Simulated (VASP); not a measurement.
Consider the following.

```xyz
3
Lattice="0.0000 2.8548 2.8548 2.8548 0.0000 2.8548 2.8548 2.8548 0.0000" Properties=species:S:1:pos:R:3 pbc="T T T"
Li     1.4274     1.4274     1.4274
Li     4.2823     4.2823     4.2823
S      2.8548     2.8548     0.0000
```

Calculation: PBE GGA, VASP's PBE PAW potentials (set 64) (plane waves; VASP). Settings: 520 eV cut-off, Gaussian smearing of 0.050 eV, potentials Li_sv S.

Problem. Give the energies of bands 4 to 9 at the high-symmetry points, in eV from the valence-band maximum.

Solution. 
```csv
band,Γ,X,U,L,W
4,0.00,-2.15,-2.05,-2.85,-1.81
5,0.00,-1.41,-1.95,-0.50,-1.81
6,0.00,-1.41,-1.14,-0.50,-1.74
7,4.25,3.39,4.59,6.08,5.47
8,6.23,7.08,8.03,6.57,7.27
9,6.23,11.05,9.43,6.57,8.87
```

The gap is indirect, 3.39 eV, from the valence maximum at Γ to the conduction minimum at X.

The compound is Li2S in the antifluorite structure. It was relaxed first.
